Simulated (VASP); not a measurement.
A convergence study with VASP on W (bcc): one setting is varied, all else stays as given below, so the limit is that of these other settings.

```
W
1.0
   -1.58000     1.58000     1.58000
    1.58000    -1.58000     1.58000
    1.58000     1.58000    -1.58000
W
1
Direct
  0.00000   0.00000   0.00000
```

The numbers are results of PBE GGA, VASP's PBE PAW potentials (set 64) (plane waves; VASP), not measurements. The tightest run used: 550 eV cut-off, 22×22×22 Monkhorst-Pack mesh, first-order Methfessel-Paxton smearing of 0.10 eV, potentials W_sv.

```json
[
 {"setting": "1×1×1 mesh", "E (eV/atom)": "-12.9164", "pressure (GPa)": "135.70", "irreducible k-points": "1"},
 {"setting": "2×2×2 mesh", "E (eV/atom)": "-9.6913", "pressure (GPa)": "51.37", "irreducible k-points": "2"},
 {"setting": "3×3×3 mesh", "E (eV/atom)": "-12.5089", "pressure (GPa)": "16.50", "irreducible k-points": "4"},
 {"setting": "4×4×4 mesh", "E (eV/atom)": "-13.1504", "pressure (GPa)": "4.58", "irreducible k-points": "6"},
 {"setting": "5×5×5 mesh", "E (eV/atom)": "-12.9939", "pressure (GPa)": "7.57", "irreducible k-points": "10"},
 {"setting": "6×6×6 mesh", "E (eV/atom)": "-12.9045", "pressure (GPa)": "7.85", "irreducible k-points": "14"},
 {"setting": "7×7×7 mesh", "E (eV/atom)": "-12.8750", "pressure (GPa)": "9.13", "irreducible k-points": "20"},
 {"setting": "8×8×8 mesh", "E (eV/atom)": "-12.9376", "pressure (GPa)": "8.48", "irreducible k-points": "26"},
 {"setting": "9×9×9 mesh", "E (eV/atom)": "-12.9549", "pressure (GPa)": "7.44", "irreducible k-points": "35"},
 {"setting": "10×10×10 mesh", "E (eV/atom)": "-12.9454", "pressure (GPa)": "6.78", "irreducible k-points": "44"}
]
```

Problem. These are the cheaper rows. Estimate the results at 22×22×22 mesh, and how far the last row shown lies from them.

Solution. 
```tsv
quantity	tightest run	last row shown is off by
E (eV/atom)	-12.9486	0.0032
pressure (GPa)	7.68	-0.91
```

Left out are rungs that failed or repeat a setting and relaxations that didn't move; long series are thinned to 24 rows.

The compound is W in the bcc structure. The cell was not relaxed at this level.
